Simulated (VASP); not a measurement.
Output of a VASP run:

### OSZICAR
```
       N       E                     dE             d eps       ncg     rms          rms(c)
DAV:   1     0.113951792224E+03    0.11395E+03   -0.13207E+04  2768   0.101E+03
DAV:   2    -0.309025184417E+02   -0.14485E+03   -0.14286E+03  3219   0.245E+02
DAV:   3    -0.418342114021E+02   -0.10932E+02   -0.10781E+02  4939   0.467E+01
DAV:   4    -0.422217913489E+02   -0.38758E+00   -0.38712E+00  3580   0.947E+00
DAV:   5    -0.422355277548E+02   -0.13736E-01   -0.13736E-01  4411   0.154E+00    0.365E+01
DAV:   6    -0.405752038225E+02    0.16603E+01   -0.40002E+00  3271   0.860E+00    0.244E+01
DAV:   7    -0.405220119773E+02    0.53192E-01   -0.38834E+00  4155   0.816E+00    0.581E+00
DAV:   8    -0.404436999961E+02    0.78312E-01   -0.26076E+00  3264   0.664E+00    0.313E+00
DAV:   9    -0.403912668358E+02    0.52433E-01   -0.41594E-01  3201   0.277E+00    0.538E-01
DAV:  10    -0.403911336579E+02    0.13318E-03   -0.13924E-02  4036   0.664E-01    0.918E-01
DAV:  11    -0.403907280705E+02    0.40559E-03   -0.45633E-03  3903   0.314E-01    0.311E-01
DAV:  12    -0.403907301146E+02   -0.20441E-05   -0.25731E-04  3730   0.985E-02    0.437E-02
DAV:  13    -0.403907260848E+02    0.40298E-05   -0.18709E-05  4005   0.245E-02    0.419E-03
DAV:  14    -0.403907260272E+02    0.57548E-07   -0.37796E-06  3064   0.764E-03
   1 F= -.40390726E+02 E0= -.40377916E+02  d E =-.256197E-01
```

OUTCAR:
```
------------------------ aborting loop because EDIFF is reached ----------------------------------------
  FORCE on cell =-STRESS in cart. coord.  units (eV):
  Direction    XX          YY          ZZ          XY          YZ          ZX
  --------------------------------------------------------------------------------------
  Total       -0.9865336     -0.8555351     -0.7564571      0.0000000      0.0000000     -0.1713596
  in kB      -13.9023560    -12.0563074    -10.6600879      0.0000000      0.0000000     -2.4148213
  external PRESSURE =     -12.2062504 kB  Pullay stress =       0.0000000 kB
  volume of cell :      113.69
      direct lattice vectors                 reciprocal lattice vectors
     2.794604000 -2.793405000  0.000000000     0.178916226 -0.178993021  0.066127034
     2.794604000  2.793405000  0.000000000     0.178916226  0.178993021  0.066127034
    -2.691406000  0.000000000  7.281987000     0.000000000  0.000000000  0.137325156
 POSITION                                       TOTAL-FORCE (eV/Angst)
 -----------------------------------------------------------------------------------
      0.77605     -0.70137      5.46149        -0.000000      0.036240      0.000000
      2.12175      0.70137      1.82050         0.000000     -0.036240      0.000000
      0.75700      2.09064      4.26091        -0.034081     -0.013644      0.122263
      2.14081     -2.09064      3.02108         0.034081      0.013644     -0.122263
      0.79510      2.09064      6.66207         0.034081     -0.013644     -0.122263
      2.10270     -2.09064      0.61992        -0.034081      0.013644      0.122263
 -----------------------------------------------------------------------------------
    total drift:                                0.000000     -0.000000     -0.000000
  FREE ENERGIE OF THE ION-ELECTRON SYSTEM (eV)
  ---------------------------------------------------
  free  energy   TOTEN  =       -40.3907260272 eV

  energy  without entropy=      -40.3651063771  energy(sigma->0) =      -40.37791620
```
(Selected blocks of OUTCAR.)

### POSCAR
```
YSi2
1
    2.7946040000    -2.7934050000     0.0000000000
    2.7946040000     2.7934050000     0.0000000000
   -2.6914060000     0.0000000000     7.2819870000
Y Si
2 4
Direct
  0.6255400000   0.3744600000   0.7500000000
  0.3744600000   0.6255400000   0.2500000000
  0.0429900000   0.7914100000   0.5851300000
  0.9570100000   0.2085900000   0.4148700000
  0.2085900000   0.9570100000   0.9148700000
  0.7914100000   0.0429900000   0.0851300000
```

Problem. Write an INCAR and KPOINTS that could have produced this output.

Solution. One answer among several that fit: the input of the run itself, PBEsol GGA, plane waves, VASP's PBE PAW potentials (set 64).

INCAR:
```
LMAXMIX=4
PREC=Accurate
SYSTEM=YSi2
LREAL=F   # projection in real space or not
LCHARG=F
GGA=PS   # PBEsol
LWAVE=F
ALGO=Normal
LASPH=T   # aspherical one-centre terms
ENCUT=300   # plane-wave cut-off (eV)
NELM=100
ISIF=2   # forces and stress, cell fixed
SIGMA=0.136   # width (eV)
EDIFF=1E-6
ISMEAR=0   # Gaussian
```

### KPOINTS
```
Regular mesh
0
G
7 7 4
```

POTCAR, in this order: Y_sv Si (PBE.64 set). Program: vasp_std.

At this cut-off the stress carries a Pulay error, which pulls relaxed volumes low.

The structure comes from a computed database's YSi2 entry; how it stands against other phases isn't given here. The cell was not relaxed at this level.
